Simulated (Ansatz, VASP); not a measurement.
**PW20 (P/W(100)) in two plane-wave programs**

Aim: how closely do two programs agree when they are given the same cell, functional and k mesh? Of the first pair: The structure shown is the start of the Ansatz relaxation below; VASP solves that cell, so the two are compared at the walk's first step.

Method: plane waves, with VASP 6.6.1 beside it; PBE, in Ansatz 0.2.0.

## Step 1: The starting structure

The cell holds 21 atoms: 20 W and 1 P. Its edges and angles: a = 6.320 Å, b = 6.320 Å, c = 25.872 Å, α = 90.0°, β = 90.0°, γ = 90.0°. Vacuum lies along c.

## Step 2: Ansatz: relaxation, PBE

Ansatz runs on its default PAW (the set named soft_2) files.

The two programs are compared at the cell with which this relaxation starts, whose forces are those of its first step.

File input.yaml:

```yaml
crystal:
  lattice:
    - [6.32, 0.0, 0.0]
    - [0.0, 6.32, 0.0]
    - [0.0, 0.0, 25.8724915487]
  atoms:
    - { symbol: W, position: [0.0, 0.0, 0.3478598102] }
    - { symbol: W, position: [0.25, 0.25, 0.4089285324] }
    - { symbol: W, position: [0.0, 0.0, 0.4699651189] }
    - { symbol: W, position: [0.25, 0.25, 0.5335313726] }
    - { symbol: W, position: [0.0, 0.0, 0.5888186799] }
    - { symbol: W, position: [0.0, 0.5, 0.3478598102] }
    - { symbol: W, position: [0.25, 0.75, 0.4089285324] }
    - { symbol: W, position: [0.0, 0.5, 0.4699651189] }
    - { symbol: W, position: [0.25, 0.75, 0.5335313726] }
    - { symbol: W, position: [0.0, 0.5, 0.5888186799] }
    - { symbol: W, position: [0.5, 0.0, 0.3478598102] }
    - { symbol: W, position: [0.75, 0.25, 0.4089285324] }
    - { symbol: W, position: [0.5, 0.0, 0.4699651189] }
    - { symbol: W, position: [0.75, 0.25, 0.5335313726] }
    - { symbol: W, position: [0.5, 0.0, 0.5888186799] }
    - { symbol: W, position: [0.5, 0.5, 0.3478598102] }
    - { symbol: W, position: [0.75, 0.75, 0.4089285324] }
    - { symbol: W, position: [0.5, 0.5, 0.4699651189] }
    - { symbol: W, position: [0.75, 0.75, 0.5335313726] }
    - { symbol: W, position: [0.5, 0.5, 0.5888186799] }
    - { symbol: P, position: [0.25, 0.25, 0.6521401898] }
kpoints:
  mp_grid: { grid: [6, 6, 1] }
hamiltonian:
  xc: pbe
scf:
  occupations: { method: fermi_dirac, width: 0.1 }
  convergence: { dr2_threshold: 1.0e-08 }
efield:
  axis: 3
  dipole_correction: true
  ramp_position: 0.97
  ramp_width: 0.06
relax:
  f_tol: 0.02
  max_steps: 60
  constraints: [{ sites: [0, 1, 5, 6, 10, 11, 15, 16] }]
output:
  dos: { projected: true, e_range: [-8, 4] }
  write_potential: true
  write_density: true
  volumetric_format: npy
  elf: true
```

Run with:

```console
$ ansatz run input.yaml --threads 4 --pin off --max-ram 16384MiB --backend cpu --events-out ev --progress --plain --runs-dir out
```

Numbers of over 12 decimals in the logs are rounded to 6 here.

Log:

```text
Engine: ansatz 0.2.0, aarch64-unknown-linux-gnu
Pseudopotentials: kind: paw
Pseudopotential: W, paw, valence charge 14, recommended cutoff 420 eV (normal), W.paw.azcp
Pseudopotential: P, paw, valence charge 5, recommended cutoff 420 eV (normal), P.paw.azcp
Functional definition: PBE
  parameter kappa = 0.804
  parameter beta = 0.066725
  exchange = pbe_x(kappa = kappa, mu = beta*pi^2/3)
  correlation = pbe_c(beta = beta)
Crystal: 21 atoms, lattice volume = 1033.409 Å³
Basis set: ecut = 420 eV, 20275 PW (Γ), exchange–correlation on 90×90×360 points (8 copies of the dense FFT grid, shifted against one another)
Bands: 171, of which v1, the nominal top of the filled ones, is band 143 counted from 1 (142 counted from 0)
Symmetry: 8 space group operations
Space group: P4mm (ITA 99), of the structure as read, at distance tolerance 1.0e-4 Å
k-points: 10 of 36
Non-local potential: W, projectors of the file, l = 0: 3, l = 1: 2, l = 2: 2, l = 3: 1
Non-local potential: P, projectors of the file, l = 0: 2, l = 1: 2, l = 2: 2
PAW form: soft (Blöchl's): semilocal exchange-correlation on the pseudo side does not see the compensation charge
PAW one-centre angular grid: W, 590 points (default); XC on 64 Gauss nodes
PAW one-centre angular grid: P, 110 points (default); XC on 64 Gauss nodes
Initial density: superposition of atomic densities (neutral atoms: chi_scale 0, normalization atom), corrected by the library's trained network
Initial wavefunctions: pseudopotential atomic-orbital guess
Functional: x = pbe(κ = 0.804, μ = 0.219515), c = pbe(β = 0.066725)
SCF iter   1: F=—  HF=-208434.663052 eV  |F-HF|=—  |Δ(HF+E_count)|=         —  Δρ=5.79e-3  dr2=9.79e-1  ethr=1.77e-3  p=-0.131 e·Å  D=-2.29e-2 V/Å  ΔV_dip=0.59 eV  dr2_dipole=7.88e-2  V_vac-E_F(+/−)=4.87/4.28 eV  ⟨swp⟩=10.4  Hψ=8692  notcnv=0
efield: sawtooth ramp at fractional position 0.9700 (set: `efield.ramp_position`, or a place that a band, a saddle search or an elastic batch's reference lends), width 0.0600; the density the first Hamiltonian is built on has a dipole p = -0.131 e·Å; the dipole correction subtracts the counter field D = -2.29e-2 V/Å, which shifts the + side's vacuum level by +0.59 eV against the − side's; the planar-averaged density in the ramp window peaks in size at 1.0e-5 e/Å³
preconditioner: auto → LDOS  [metal: Δε(μ)=0.015 eV  Ē_g=4.440 eV  σ=0.100 eV  W_gap=0.04  n_scr=166 (ndim 8)  ℏωp=12.9 eV  f_vac=0.592  D(μ)=20.95/eV (n_scr^D=110)  β→1.0]
SCF iter   2: F=—  HF=-208434.627453 eV  |F-HF|=—  |Δ(HF+E_count)|=   3.56e-2  Δρ=4.79e-3  dr2=6.01e-1  ethr=3.44e-4  p=-0.082 e·Å  D=-1.43e-2 V/Å  ΔV_dip=0.37 eV  dr2_dipole=1.51e-2  V_vac-E_F(+/−)=4.63/4.26 eV  ⟨swp⟩=3.4  Hψ=3012  notcnv=0
SCF iter   3: F=—  HF=-208434.557605 eV  |F-HF|=—  |Δ(HF+E_count)|=   6.98e-2  Δρ=9.92e-4  dr2=2.53e-2  ethr=2.11e-4  p=-0.087 e·Å  D=-1.53e-2 V/Å  ΔV_dip=0.40 eV  dr2_dipole=6.09e-5  V_vac-E_F(+/−)=4.66/4.26 eV  ⟨swp⟩=2.1  Hψ=2603  notcnv=0
SCF iter   4: F=—  HF=-208434.555948 eV  |F-HF|=—  |Δ(HF+E_count)|=   1.66e-3  Δρ=2.50e-4  dr2=1.24e-3  ethr=8.89e-6  p=-0.082 e·Å  D=-1.43e-2 V/Å  ΔV_dip=0.37 eV  dr2_dipole=1.44e-6  V_vac-E_F(+/−)=4.63/4.26 eV  ⟨swp⟩=2.6  Hψ=2600  notcnv=0
SCF iter   5: F=—  HF=-208434.556060 eV  |F-HF|=—  |Δ(HF+E_count)|=   1.12e-4  Δρ=8.65e-5  dr2=2.35e-4  ethr=4.34e-7  p=-0.079 e·Å  D=-1.39e-2 V/Å  ΔV_dip=0.36 eV  dr2_dipole=1.58e-11  V_vac-E_F(+/−)=4.62/4.26 eV  ⟨swp⟩=2.8  Hψ=2541  notcnv=0
SCF iter   6: F=—  HF=-208434.556076 eV  |F-HF|=—  |Δ(HF+E_count)|=   1.55e-5  Δρ=2.90e-5  dr2=2.04e-5  ethr=8.25e-8  p=-0.078 e·Å  D=-1.37e-2 V/Å  ΔV_dip=0.35 eV  dr2_dipole=8.50e-7  V_vac-E_F(+/−)=4.61/4.26 eV  ⟨swp⟩=2.5  Hψ=2429  notcnv=0
SCF iter   7: F=—  HF=-208434.555636 eV  |F-HF|=—  |Δ(HF+E_count)|=   4.39e-4  Δρ=1.04e-5  dr2=3.48e-6  ethr=7.15e-9  p=-0.077 e·Å  D=-1.36e-2 V/Å  ΔV_dip=0.35 eV  dr2_dipole=8.78e-7  V_vac-E_F(+/−)=4.61/4.26 eV  ⟨swp⟩=2.9  Hψ=2754  notcnv=0
SCF iter   8: F=—  HF=-208434.555638 eV  |F-HF|=—  |Δ(HF+E_count)|=   1.03e-6  Δρ=5.17e-6  dr2=9.47e-7  ethr=1.22e-9  p=-0.077 e·Å  D=-1.35e-2 V/Å  ΔV_dip=0.35 eV  dr2_dipole=2.87e-7  V_vac-E_F(+/−)=4.61/4.26 eV  ⟨swp⟩=2.8  Hψ=3089  notcnv=0
SCF iter   9: F=—  HF=-208434.555638 eV  |F-HF|=—  |Δ(HF+E_count)|=   8.67e-8  Δρ=1.29e-6  dr2=4.22e-8  ethr=3.32e-10  p=-0.077 e·Å  D=-1.35e-2 V/Å  ΔV_dip=0.35 eV  dr2_dipole=1.52e-8  V_vac-E_F(+/−)=4.61/4.26 eV  ⟨swp⟩=2.4  Hψ=2696  notcnv=0
SCF iter  10: F=-208434.555638 eV  HF=-208434.555638 eV  |F-HF|=8.09e-9  |Δ(HF+E_count)|=   2.95e-8  Δρ=5.39e-7  dr2=9.68e-9  ethr=3.51e-12  p=-0.077 e·Å  D=-1.35e-2 V/Å  ΔV_dip=0.35 eV  dr2_dipole=1.68e-10  V_vac-E_F(+/−)=4.61/4.26 eV  ⟨swp⟩=12.5  Hψ=13412  notcnv=0
SCF 1 converged in 10 iterations: F = -208434.555638 eV  dr2 = 9.68e-9
  greatest PAW one-centre occupation: 1.000 electrons in one spin orbital (limit 2), on the W atom at site 15 (counted from 0), in its partial waves of l = 0
[...]
atom  17  W     -0.00000000    -0.00000000    -1.58704589
  atom  18  W      0.00551200     0.00551200    -0.00266607
  atom  19  W     -0.00000000    -0.00000000    -0.00825109
  atom  20  W      0.00726785     0.00726785     0.00377494
  atom  21  P     -0.00000000    -0.00000000    -0.00814636
  max |Σ_I F_I| component: 1.82e-5 eV/Å
--- Band table (eV; the first three rows and the last of 10) ---
  k-point 0: bands = [... 139 lower, 4.0464, 4.2025, 4.2861, 4.2861, 4.3968, 4.5256, 4.5256, 4.9927, ... 24 higher]
  k-point 1: bands = [... 139 lower, 4.0164, 4.0982, 4.2027, 4.4103, 4.4596, 4.6308, 4.6531, 4.7657, ... 24 higher]
  k-point 2: bands = [... 139 lower, 3.9776, 4.1806, 4.3277, 4.4511, 4.5050, 4.5447, 4.5850, 4.7595, ... 24 higher]
  k-point 9: bands = [... 139 lower, 3.8381, 3.9782, 4.0193, 4.0216, 4.0216, 4.0252, 4.0662, 4.1470, ... 24 higher]
--- Relaxed structure (7 steps of the walk, 7 accepted, 0 SCFs on fresh bases) ---
  F+E_penalty+E_count = -208435.67873797 eV   max|allowed force component| = 9.388e-3 eV/Å
  atoms:
    - { symbol: W, position: [0.0, 0.0, 0.3478598102] }
    - { symbol: W, position: [0.250000, 0.250000, 0.4089285324] }
    - { symbol: W, position: [-0.000567126, -0.000567126, 0.470442] }
    - { symbol: W, position: [0.250000, 0.250000, 0.531663] }
    - { symbol: W, position: [-0.00671939, -0.00671939, 0.591115] }
    - { symbol: W, position: [0.0, 0.500000, 0.3478598102] }
    - { symbol: W, position: [0.250000, 0.75, 0.4089285324] }
    - { symbol: W, position: [-0.000567126, 0.500567, 0.470442] }
    - { symbol: W, position: [0.250000, 0.75, 0.533348] }
    - { symbol: W, position: [-0.00671939, 0.506719, 0.591115] }
    - { symbol: W, position: [0.500000, 0.0, 0.3478598102] }
    - { symbol: W, position: [0.75, 0.250000, 0.4089285324] }
    - { symbol: W, position: [0.500567, -0.000567126, 0.470442] }
    - { symbol: W, position: [0.75, 0.250000, 0.533348] }
    - { symbol: W, position: [0.506719, -0.00671939, 0.591115] }
    - { symbol: W, position: [0.500000, 0.500000, 0.3478598102] }
    - { symbol: W, position: [0.75, 0.75, 0.4089285324] }
    - { symbol: W, position: [0.500567, 0.500567, 0.470442] }
    - { symbol: W, position: [0.75, 0.75, 0.531523] }
    - { symbol: W, position: [0.506719, 0.506719, 0.591115] }
    - { symbol: P, position: [0.250000, 0.250000, 0.630917] }
```

(Part 1 of 3 ends here.)

[Lines on the potential files, build, host, timing and source positions are cut from VASP's logs without a mark.]

[Logs are printed without paths, hosts, clocks, repeated set-up lines and the standing remarks that a program may print on its own settings, such as how far it seeks lower states.]

[Hosts, paths, dates, database ids (printed as entryN), source tags and the programs' standing remarks are cut or masked in the printed files.]
